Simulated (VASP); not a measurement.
An input for Ansatz (written as the equivalent of a VASP run, and not itself run):

Ansatz 0.2 input:
```yaml
crystal:
  lattice:
    - [0.0000000, 3.0420240, 3.0420240]
    - [3.0420240, 0.0000000, 3.0420240]
    - [3.0420240, 3.0420240, 0.0000000]
  atoms:
    - { symbol: Cd, position: [0.0000000, 0.0000000, 0.0000000] }
    - { symbol: Se, position: [0.7500000, 0.7500000, 0.7500000] }
kpoints:
  mp_grid: { grid: [6, 6, 6] }
hamiltonian:
  xc: pbe
  pseudopotentials: { kind: paw }
scf:
  occupations: { method: gaussian, width: 0.01 }
  max_iter: 100
output: { forces: true, stress: true, eigenvalues: true }
```

Problem. Write the VASP files for the same calculation (PBE).

Solution. One answer among several that fit: 
### INCAR
```
SYSTEM = CdSe
PREC = Accurate
ENCUT = 300
EDIFF = 1E-6
NELM = 100
ALGO = Normal
LREAL = .FALSE.
LASPH = .TRUE.
ISMEAR = 0
SIGMA = 0.01
GGA = PE
LMAXMIX = 4
LWAVE = .FALSE.
LCHARG = .FALSE.
ISIF = 2
```

**KPOINTS**
```
Automatic mesh
0
Gamma
6 6 6
0 0 0
```

### POSCAR
```
CdSe
1
    0.0000000000     3.0420240000     3.0420240000
    3.0420240000     0.0000000000     3.0420240000
    3.0420240000     3.0420240000     0.0000000000
Cd Se
1 1
Direct
  0.0000000000   0.0000000000   0.0000000000
  0.7500000000   0.7500000000   0.7500000000
```

POTCAR, in this order: Cd Se (PBE.64 set). Program: vasp_std.

The two are equivalent in intent, not identical: each code has its own PAW files, so the cut-off isn't converted (ENCUT is set for VASP's; basis.ecutwfc is left out, and Ansatz then takes the one that its files recommend); Ansatz stops its SCF on the density residual and VASP on the energy change (EDIFF).

The structure comes from a computed database's CdSe entry; how it stands against other phases isn't given here. The cell was not relaxed at this level.
